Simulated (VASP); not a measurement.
Input:

```
Tb
1.0
   -3.01328     3.01328     1.66249
    3.01328    -3.01328     1.66249
    3.01328     3.01328    -1.66249
Tb
2
Direct
  0.75000   0.25000   0.50000
  0.00000   0.00000   0.00000
```

All values below come from PBEsol GGA, VASP's PBE PAW potentials (set 64) (plane waves; VASP). Run with 400 eV cut-off, Gaussian smearing of 0.050 eV, potentials Tb_3.

The 4f electrons are frozen in the core of the lanthanide potential, so 4f levels, which can set the real gap, and their magnetism are missing.

**Question.** Give the energies of bands 7 to 12 at the high-symmetry points, in eV from the Fermi level.

**Answer.** 
```
band      Γ      X      M      Z      P      N
----  -----  -----  -----  -----  -----  -----
7     -4.83  -2.28  -1.96  -0.88  -1.23  -1.84
8     -2.21  -2.28  -1.96  -0.88  -1.23  -1.53
9     -0.37   0.12   0.77  -0.20  -1.04  -0.36
10    -0.22   0.12   0.77   0.12  -1.04   0.39
11     0.80   1.44   0.97   0.80   2.10   1.45
12     3.70   1.44   0.97   1.64   2.10   2.05
```

It has no gap at this level: it comes out as a metal or semimetal.

The structure was generated: Tb was put into the beta-Sn type (I4_1/amd), which need not be its known phase. It was relaxed first, which changed the volume by -10 %.
